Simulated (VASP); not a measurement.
A VASP calculation is set up with these files.

File POSCAR:
```
IrO2
1
    4.5053100000     0.0000000000     0.0000000000
    0.0000000000     4.5053100000     0.0000000000
    0.0000000000     0.0000000000     3.1767100000
Ir O
2 4
Direct
  0.5011360000   0.4973770000   0.4934840000
  0.0089980000   0.0082930000  -0.0030980000
  0.6893210000   0.6931890000   0.0092370000
  0.3030650000   0.3087300000  -0.0059940000
  0.8095800000   0.1870180000   0.5063520000
  0.1879000000   0.8053930000   0.5000190000
```

### KPOINTS
```
kpoints
0
G
7 7 10
0 0 0
```

INCAR:
```
SYSTEM = IrO2
PREC = Accurate
ENCUT = 400
EDIFF = 1E-6
NELM = 100
ALGO = Normal
LREAL = .FALSE.
LASPH = .TRUE.
ISMEAR = 0
SIGMA = 0.272
GGA = PE
LMAXMIX = 6
LWAVE = .FALSE.
LCHARG = .FALSE.
ISIF = 2
```

POTCAR, in this order: Ir O (PBE.64 set). Program: vasp_std.

**Question.** Translate this PBE calculation to Quantum ESPRESSO's pw.x.

**Answer.** One equivalent input (not run):
```
&CONTROL
  calculation = 'scf'
  pseudo_dir = './pseudo'
  outdir = './out'
  tprnfor = .true.
  tstress = .true.
/
&SYSTEM
  ibrav = 0
  nat = 6
  ntyp = 2
  ecutwfc = 84
  occupations = 'smearing'
  smearing = 'gaussian'
  degauss = 0.01999
  input_dft = 'pbe'
/
&ELECTRONS
  conv_thr = 7.3e-08
  electron_maxstep = 100
/
ATOMIC_SPECIES
  Ir 192.217 Ir.upf
  O 15.999 O.upf
CELL_PARAMETERS angstrom
     4.5053100    0.0000000    0.0000000
     0.0000000    4.5053100    0.0000000
     0.0000000    0.0000000    3.1767100
ATOMIC_POSITIONS crystal
  Ir   0.5011360  0.4973770  0.4934840
  Ir   0.0089980  0.0082930 -0.0030980
  O    0.6893210  0.6931890  0.0092370
  O    0.3030650  0.3087300 -0.0059940
  O    0.8095800  0.1870180  0.5063520
  O    0.1879000  0.8053930  0.5000190
K_POINTS automatic
  7 7 10 0 0 0
```
What does not carry over: the potentials are each code's own (VASP's PAW set, PseudoDojo norm-conserving files in pw.x), so ENCUT and ecutwfc are chosen apart and not converted; conv_thr bounds pw.x's estimated SCF error, while EDIFF bounds the energy change between steps.

The structure comes from a computed database's IrO2 entry; how it stands against other phases isn't given here. The cell was not relaxed at this level, atoms are displaced from their ideal sites.
